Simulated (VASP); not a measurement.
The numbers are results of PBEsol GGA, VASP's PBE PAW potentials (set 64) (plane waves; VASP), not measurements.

A VASP calculation is set up with these files.

### POSCAR
```
CdS
1
    2.0629527340    -3.5731387790     0.0000000000
    2.0629527340     3.5731387790    -0.0000000000
    0.0000000000     0.0000000000     6.7034207672
Cd S
2 2
Direct
  0.6666670000   0.3333330000   0.5000177328
  0.3333330000   0.6666670000   0.0000177328
  0.6666670000   0.3333330000   0.8769822672
  0.3333330000   0.6666670000   0.3769822672
```

**KPOINTS**
```
Automatic mesh
0
Gamma
9 9 5
0 0 0
```

### INCAR
```
SYSTEM = CdS
PREC = Accurate
ENCUT = 400
EDIFF = 1E-8
NELM = 100
ALGO = Normal
LREAL = .FALSE.
LASPH = .TRUE.
ISMEAR = 0
SIGMA = 0.01
GGA = PS
LMAXMIX = 4
LWAVE = .FALSE.
LCHARG = .FALSE.
IBRION = 8
NSW = 1
LEPSILON = .TRUE.
```

POTCAR, in this order: Cd S (PBE.64 set). Program: vasp_std.

The run wrote:

File OUTCAR:
```


 HEAD OF MICROSCOPIC STATIC DIELECTRIC TENSOR (INDEPENDENT PARTICLE, excluding Hartree and local field effects)
 ------------------------------------------------------
           6.826489     0.000000     0.000000
           0.000000     6.826488     0.000000
          -0.000000     0.000000     6.879077
 ------------------------------------------------------

 MACROSCOPIC STATIC DIELECTRIC TENSOR (including local field effects in DFT)
 ------------------------------------------------------
           6.426652    -0.000000     0.000000
           0.000000     6.426652     0.000000
           0.000000     0.000000     6.504676
 ------------------------------------------------------

 PIEZOELECTRIC TENSOR (including local field effects)  for field in x, y, z        (e  Angst)
          XX          YY          ZZ          XY          YZ          ZX
  --------------------------------------------------------------------------------
  x     0.00000     0.00000     0.00000     0.00000     0.00000     2.09798
  y     0.00000     0.00000     0.00000     0.00000     2.09797     0.00000
  z     2.05611     2.05611    -4.23003     0.00000     0.00000     0.00000

 PIEZOELECTRIC TENSOR (including local field effects)  for field in x, y, z        (C/m^2)
          XX          YY          ZZ          XY          YZ          ZX
  --------------------------------------------------------------------------------
  x     0.00000     0.00000     0.00000     0.00000     0.00000     0.34013
  y     0.00000     0.00000     0.00000     0.00000     0.34013     0.00000
  z     0.33334     0.33334    -0.68579     0.00000     0.00000     0.00000

 BORN EFFECTIVE CHARGES (including local field effects) (in |e|, cummulative output)
 ---------------------------------------------------------------------------------
 ion    1
    1     2.12746     0.00000     0.00000
    2     0.00000     2.12746     0.00000
    3     0.00000     0.00000     2.21703
 ion    2
    1     2.12746     0.00000     0.00000
    2     0.00000     2.12746     0.00000
    3     0.00000     0.00000     2.21703
 ion    3
    1    -2.12746     0.00000     0.00000
    2     0.00000    -2.12746     0.00000
    3     0.00000    -0.00000    -2.21703
 ion    4
    1    -2.12746     0.00000    -0.00000
    2     0.00000    -2.12746     0.00000
    3     0.00000     0.00000    -2.21703
```
(Selected blocks of OUTCAR.)

The dielectric response may not be converged in the k-mesh; for small gaps it tends to come out too large.

The compound is CdS in the wurtzite structure. It was relaxed first.
